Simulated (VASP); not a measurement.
SrW2, 3 atoms in the cell. The structure is trigonal, space group P-3m1 (No. 164). Conventional cell: a = 3.645 Å, b = 3.645 Å, c = 7.756 Å, α = 90.00°, β = 90.00°, γ = 120.00°. Sr (site symmetry -3m) has 6 W at 3.56 Å and 6 Sr at 3.65 Å as nearest neighbours. Around W (site symmetry 3m) lie 3 W at 2.91 Å. The cell was built by a generator and needn't be a form met in nature.

```yaml
Program: VASP 6.6.1
Task: single point
Functional: PBE
Potentials_or_basis: VASP PAW PBE potentials, release 64 (Sr_sv, W_sv)
Cutoff: 520 eV
k_mesh: 6 × 6 × 2
Occupations: gaussian, width 0.1 eV
Spin: no spin polarisation
Dipole_correction: no
Further_INCAR_settings: ALGO = Normal; EDIFF = 1e-06; NBANDS = 26
```

Potentials or basis: VASP PAW PBE potentials, release 64 (Sr_sv, W_sv).

The run is started by

```sh
$ cat potpaw_PBE.64/Sr_sv/POTCAR potpaw_PBE.64/W_sv/POTCAR > POTCAR
$ mpirun -np 1 vasp_std > vasp.out
```

Hardware: 1 thread of Intel(R) Xeon(R) Platinum 8559C (Emerald Rapids), on a shared host.

Estimate the wall time of this run.

Wall time 27 s on 1 thread of Intel(R) Xeon(R) Platinum 8559C (Emerald Rapids) (shared host), peak memory 0.21 GiB. Counts: scf iterations 14, k points 14.
